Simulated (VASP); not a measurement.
Runs of VASP 6.6.1 on BaH4. It takes space group R-3m (No. 166, trigonal). Conventional cell: a = 4.582 Å, b = 4.582 Å, c = 10.609 Å, α = 90.00°, β = 90.00°, γ = 120.00°. Ba (site symmetry -3m) has 14 H at 2.75 to 2.98 Å as nearest neighbours. Around H (site symmetry 3m) lie 1 H at 2.17 Å. H (site symmetry 3m) has 1 H at 0.77 Å as nearest neighbours. The cell was built by a generator and needn't be a form met in nature.

| level | gap on the mesh (eV) | pressure (GPa) | relaxed volume (Å³/atom) | largest force (eV/Å) |
| --- | --- | --- | --- | --- |
| PBE+D3(BJ) | 2.58 | 0.0 | 12.55 | 0.01 |
| PBE+rVV10 | 2.54 | 0.0 | (a) | - |
| PBE+TS | 2.54 | 0.0 | (c) | 0.01 |
| PBE+D4 | 2.58 | 0.0 | 12.50 | 0.01 |
| PBE+D2 | 2.68 | -0.1 | 9.91 | - |
| PBE+D3 | 2.60 | 0.0 | 12.80 | - |
| PBE | 2.60 | 0.0 | 13.06 | - |
| PBE+TS-HI | 2.63 | -0.1 | 12.37 | 0.01 |
| PBE+dDsC | 2.55 | 0.0 | 11.85 | 0.01 |
| PBE+MBD-FI | (b) | 0.0 | 11.63 | - |

Alike in all rows: task relaxation of cell and atoms; potentials or basis VASP PAW PBE potentials, release 64 (Ba_sv, H); no spin polarisation; cell relaxed; k mesh 5 × 5 × 5; cutoff (eV) 600; smearing fermi-dirac 0.05 eV.

Fill in the values left out.

(a) 12.79; (b) 2.61; (c) 13.42.

Caveats: spin-orbit coupling is left out, which moves the levels of the heavy elements; an odd mesh through Γ misses points on the zone boundary, where band edges often lie; the volume moved by over 15 % at a fixed basis, so the end points are rough (some runs).

A k mesh can miss the band edges, and the runs leave out spin-orbit coupling on Ba.

Not every run made on this cell is shown here.
